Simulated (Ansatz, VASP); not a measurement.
# ZnS (Wurtzite-2H) in two plane-wave programs, part 2 of 3

One calculation is typed for both programs; each brings its own data sets. How far apart do they land? The cell is taken from a series of runs on this material, whose earlier steps may have relaxed, scaled, displaced or heated it; both programs get it as it stands.

VASP 6.6.1 and Ansatz 0.2.0.

So far: The structure; VASP: zone-centre phonons, PBE.

### Step 2. VASP: zone-centre phonons, PBE (continued)

Level of this step: PBE; plane waves and PAW (S, Zn) (VASP).

Parts of OUTCAR (step 2):

```text
ion  position               nearest neighbor table
   1  0.333  0.667  0.380-   4 2.33   4 2.33   4 2.33   3 2.33
   2  0.667  0.333  0.880-   3 2.33   3 2.33   3 2.33   4 2.33
   3  0.333  0.667  0.005-   2 2.33   2 2.33   2 2.33   1 2.33
   4  0.667  0.333  0.505-   1 2.33   1 2.33   1 2.33   2 2.33

  LATTYP: Found a hexagonal cell.
 ALAT       =     3.7916475188
 C/A-ratio  =     1.6419754691

 Subroutine GETGRP returns: Found 12 space group operations
 (whereof  6 operations were pure point group operations)

The static configuration has the point symmetry C_3v.
 The point group associated with its full space group is C_6v.

 Found     95 irreducible k-points:

   k-points           NKPTS =     95   k-points in BZ     NKDIM =     95   number of bands    NBANDS=     24

   dimension x,y,z NGX =    28 NGY =   28 NGZ =   48
   dimension x,y,z NGXF=    56 NGYF=   56 NGZF=   96

   ENCUT  =  500.0 eV  36.75 Ry    6.06 a.u.   6.91  6.91 11.35*2*pi/ulx,y,z

   NELECT =      36.0000    total number of electrons

 k-points in reciprocal lattice and weights: Automatic mesh
   0.00000000  0.00000000  0.00000000       0.001
   0.08333333 -0.00000000  0.00000000       0.005
   0.16666667 -0.00000000  0.00000000       0.005
   0.25000000  0.00000000  0.00000000       0.005
   0.33333333 -0.00000000  0.00000000       0.005
   0.41666667 -0.00000000  0.00000000       0.005
   0.50000000  0.00000000  0.00000000       0.003
   0.08333333  0.08333333  0.00000000       0.005
   0.16666667  0.08333333  0.00000000       0.010
[...]
-1.895823759  3.283663074  0.000000000     0.000000000  0.304537944  0.000000000
     0.000000000  0.000000000  6.225792213     0.000000000  0.000000000  0.160622129

 POSITION                                       TOTAL-FORCE (eV/Angst)
 -----------------------------------------------------------------------------------
     -0.00000      2.18911      2.36280        -0.000000      0.000000     -0.000169
      1.89582      1.09455      5.47570        -0.000000      0.000000     -0.000169
     -0.00000      2.18911      0.03413         0.000000      0.000000      0.000169
      1.89582      1.09455      3.14702        -0.000000     -0.000000      0.000169
 -----------------------------------------------------------------------------------
    total drift:                               -0.000000     -0.000000     -0.000688

 MACROSCOPIC STATIC DIELECTRIC TENSOR (including local field effects in DFT)
 ------------------------------------------------------
           5.789486     0.000000     0.000000
           0.000000     5.789486     0.000000
          -0.000000     0.000000     5.910318
 ------------------------------------------------------

 PIEZOELECTRIC TENSOR (including local field effects)  for field in x, y, z        (C/m^2)
          XX          YY          ZZ          XY          YZ          ZX
  --------------------------------------------------------------------------------
  x    -0.00000     0.00000     0.00000     0.00000     0.00000     0.37388
  y     0.00000     0.00000     0.00000    -0.00000     0.37388     0.00000
  z     0.35581     0.35581    -0.74329     0.00000     0.00000     0.00000

 BORN EFFECTIVE CHARGES (including local field effects) (in |e|, cummulative output)
 ---------------------------------------------------------------------------------
 ion    1
    1    -1.92300     0.00000     0.00000
    2    -0.00000    -1.92300     0.00000
    3     0.00000    -0.00000    -2.02729
 ion    2
    1    -1.92300    -0.00000     0.00000
    2    -0.00000    -1.92300    -0.00000
    3     0.00000     0.00000    -2.02729
 ion    3
    1     1.92300    -0.00000     0.00000
    2     0.00000     1.92300    -0.00000
    3     0.00000     0.00000     2.02729
 ion    4
    1     1.92300     0.00000     0.00000
    2     0.00000     1.92300     0.00000
    3     0.00000     0.00000     2.02729

 Eigenvectors and eigenvalues of the dynamical matrix
 ----------------------------------------------------

   1 f  =   10.225711 THz    64.250039 2PiTHz  341.093014 cm-1    42.290125 meV
             X         Y         Z           dx          dy          dz
     -0.000000  2.189109  2.362802    -0.000000    0.000000    0.692461
      1.895824  1.094554  5.475699     0.000000   -0.000000   -0.692461
     -0.000000  2.189109  0.034128    -0.000000   -0.000000   -0.143168
      1.895824  1.094554  3.147024     0.000000   -0.000000    0.143168

   2 f  =    8.682158 THz    54.551607 2PiTHz  289.605614 cm-1    35.906504 meV
             X         Y         Z           dx          dy          dz
     -0.000000  2.189109  2.362802    -0.000011    0.610006   -0.000000
      1.895824  1.094554  5.475699     0.000011   -0.610006    0.000000
     -0.000000  2.189109  0.034128    -0.000006    0.357620   -0.000000
      1.895824  1.094554  3.147024     0.000006   -0.357620   -0.000000

   3 f  =    8.682158 THz    54.551607 2PiTHz  289.605614 cm-1    35.906504 meV
             X         Y         Z           dx          dy          dz
     -0.000000  2.189109  2.362802     0.610006    0.000011   -0.000000
      1.895824  1.094554  5.475699    -0.610006   -0.000011   -0.000000
     -0.000000  2.189109  0.034128     0.357620    0.000006    0.000000
      1.895824  1.094554  3.147024    -0.357620   -0.000006    0.000000

   4 f  =    8.473673 THz    53.241657 2PiTHz  282.651302 cm-1    35.044279 meV
             X         Y         Z           dx          dy          dz
     -0.000000  2.189109  2.362802    -0.000002   -0.579572    0.000000
      1.895824  1.094554  5.475699    -0.000002   -0.579572   -0.000000
     -0.000000  2.189109  0.034128     0.000002    0.405089   -0.000000
      1.895824  1.094554  3.147024     0.000002    0.405089    0.000000

   5 f  =    8.473673 THz    53.241657 2PiTHz  282.651302 cm-1    35.044279 meV
             X         Y         Z           dx          dy          dz
     -0.000000  2.189109  2.362802    -0.579572    0.000002    0.000000
      1.895824  1.094554  5.475699    -0.579572    0.000002    0.000000
     -0.000000  2.189109  0.034128     0.405089   -0.000002   -0.000000
      1.895824  1.094554  3.147024     0.405089   -0.000002   -0.000000

   6 f  =    8.360867 THz    52.532877 2PiTHz  278.888508 cm-1    34.577752 meV
             X         Y         Z           dx          dy          dz
     -0.000000  2.189109  2.362802     0.000000    0.000000    0.578412
      1.895824  1.094554  5.475699     0.000000    0.000000    0.578412
     -0.000000  2.189109  0.034128    -0.000000   -0.000000   -0.406742
      1.895824  1.094554  3.147024    -0.000000   -0.000000   -0.406742

   7 f  =    5.879497 THz    36.941972 2PiTHz  196.118926 cm-1    24.315637 meV
             X         Y         Z           dx          dy          dz
     -0.000000  2.189109  2.362802    -0.000000   -0.000000    0.143168
      1.895824  1.094554  5.475699    -0.000000   -0.000000   -0.143168
     -0.000000  2.189109  0.034128     0.000000    0.000000    0.692461
      1.895824  1.094554  3.147024    -0.000000   -0.000000   -0.692461

   8 f  =    1.953563 THz    12.274596 2PiTHz   65.163835 cm-1     8.079282 meV
             X         Y         Z           dx          dy          dz
     -0.000000  2.189109  2.362802     0.000028    0.357620    0.000000
      1.895824  1.094554  5.475699    -0.000028   -0.357620   -0.000000
     -0.000000  2.189109  0.034128    -0.000048   -0.610006    0.000000
      1.895824  1.094554  3.147024     0.000048    0.610006    0.000000

   9 f  =    1.953563 THz    12.274596 2PiTHz   65.163835 cm-1     8.079282 meV
             X         Y         Z           dx          dy          dz
     -0.000000  2.189109  2.362802     0.357620   -0.000028   -0.000000
      1.895824  1.094554  5.475699    -0.357620    0.000028   -0.000000
     -0.000000  2.189109  0.034128    -0.610006    0.000048   -0.000000
      1.895824  1.094554  3.147024     0.610006   -0.000048   -0.000000

  10 f/i=    0.007549 THz     0.047434 2PiTHz    0.251820 cm-1     0.031222 meV
             X         Y         Z           dx          dy          dz
     -0.000000  2.189109  2.362802    -0.324147   -0.242952    0.000000
      1.895824  1.094554  5.475699    -0.324147   -0.242952    0.000000
     -0.000000  2.189109  0.034128    -0.463766   -0.347598    0.000000
      1.895824  1.094554  3.147024    -0.463766   -0.347598    0.000000

  11 f/i=    0.007549 THz     0.047434 2PiTHz    0.251820 cm-1     0.031222 meV
             X         Y         Z           dx          dy          dz
     -0.000000  2.189109  2.362802     0.242952   -0.324147   -0.000000
      1.895824  1.094554  5.475699     0.242952   -0.324147   -0.000000
     -0.000000  2.189109  0.034128     0.347598   -0.463766   -0.000000
      1.895824  1.094554  3.147024     0.347598   -0.463766   -0.000000

  12 f/i=    0.016426 THz     0.103207 2PiTHz    0.547907 cm-1     0.067932 meV
             X         Y         Z           dx          dy          dz
     -0.000000  2.189109  2.362802     0.000000   -0.000000    0.406742
      1.895824  1.094554  5.475699     0.000000   -0.000000    0.406742
     -0.000000  2.189109  0.034128     0.000000   -0.000000    0.578412
      1.895824  1.094554  3.147024     0.000000   -0.000000    0.578412

 MACROSCOPIC STATIC DIELECTRIC TENSOR IONIC CONTRIBUTION
 ------------------------------------------------------
           2.733162     0.000000    -0.000000
           0.000000     2.733162    -0.000000
          -0.000000    -0.000000     3.113680
 ------------------------------------------------------

 ELASTIC MODULI CONTR FROM IONIC RELAXATION (kBar)
 Direction    XX          YY          ZZ          XY          YZ          ZX
 --------------------------------------------------------------------------------
 XX        -348.6276    146.5194    184.3801     -0.0000     -0.0000     -0.0000
 YY         146.5194   -348.6276    184.3801      0.0000      0.0000      0.0000
 ZZ         184.3801    184.3801   -336.4138      0.0000     -0.0000     -0.0000
 XY          -0.0000      0.0000      0.0000   -247.5735     -0.0000     -0.0000
 YZ          -0.0000      0.0000     -0.0000     -0.0000    -91.0452     -0.0000
 ZX          -0.0000      0.0000     -0.0000     -0.0000     -0.0000   -105.7821
 --------------------------------------------------------------------------------

 PIEZOELECTRIC TENSOR IONIC CONTR  for field in x, y, z        (C/m^2)
          XX          YY          ZZ          XY          YZ          ZX
  --------------------------------------------------------------------------------
  x    -0.00000     0.00000    -0.00000    -0.00000    -0.00000    -0.50595
  y    -0.00000     0.00000    -0.00000    -0.00000    -0.46939    -0.00000
  z    -0.52782    -0.52782     0.96304    -0.00000     0.00000     0.00000
```

The dielectric response converges more slowly with the mesh than energies do, so tensor and charges may still move on a finer one.

(Continued in part 3 of 3.)

[Lines on the potential files, build, host, timing and source positions are cut from VASP's logs without a mark.]

[Logs are printed without paths, hosts, clocks, repeated set-up lines and the standing remarks that a program may print on its own settings, such as how far it seeks lower states.]

[Hosts, paths, dates, database ids (printed as entryN), source tags and the programs' standing remarks are cut or masked in the printed files.]
